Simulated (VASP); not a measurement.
An input for Ansatz (written as the equivalent of a VASP run, and not itself run):

Ansatz 0.2 input:
```yaml
crystal:
  lattice:
    - [0.0000000, 2.3100000, 2.3100000]
    - [2.3100000, 0.0000000, 2.3100000]
    - [2.3100000, 2.3100000, 0.0000000]
  atoms:
    - { symbol: Li, position: [0.2500000, 0.2500000, 0.2500000] }
    - { symbol: Li, position: [0.7500000, 0.7500000, 0.7500000] }
    - { symbol: O, position: [0.0000000, 0.0000000, 0.0000000] }
kpoints:
  mp_grid: { grid: [8, 8, 8] }
hamiltonian:
  xc: pbe
  pseudopotentials: { kind: paw }
scf:
  occupations: { method: gaussian, width: 0.05 }
  max_iter: 100
relax:
  max_steps: 60
  f_tol: 0.02
  cell: {}
output: { forces: true, stress: true, eigenvalues: true }
```

Question: Translate this input to VASP (INCAR, KPOINTS, POSCAR, choice of POTCAR).

Answer: One answer among several that fit: 
File KPOINTS:
```
Regular mesh
0
gamma
  8 8 8
```

### INCAR
```
ISMEAR = 0
PREC = Accurate
SIGMA = 0.05   ! width (eV)
ALGO = Normal
LCHARG = .False.
EDIFF = 1E-6
LREAL = .False.   ! projection in real space or not
EDIFFG = -0.02   ! ionic stop
LASPH = .True.   ! aspherical one-centre terms
ENCUT = 480   ! plane-wave cut-off (eV)
NELM = 100
ISIF = 3   ! ions, shape and volume
LWAVE = .False.
SYSTEM = Li2O
GGA = PE   ! PBE
NSW = 60
IBRION = 2
```

POSCAR:
```
Li2O
1
    0.0000000000     2.3100000000     2.3100000000
    2.3100000000     0.0000000000     2.3100000000
    2.3100000000     2.3100000000     0.0000000000
Li O
2 1
Direct
  0.2500000000   0.2500000000   0.2500000000
  0.7500000000   0.7500000000   0.7500000000
  0.0000000000   0.0000000000   0.0000000000
```

POTCAR, in this order: Li O (PBE.64 set). Program: vasp_std.

Limits of the translation: each code has its own PAW files, so the cut-off isn't converted (ENCUT is set for VASP's; basis.ecutwfc is left out, and Ansatz then takes the one that its files recommend); Ansatz stops its SCF on the density residual and VASP on the energy change (EDIFF).

The compound is Li2O in the antifluorite structure. This run relaxes it. Symmetry was kept, so distortions that lower it aren't found. The start is the result of an earlier pass.
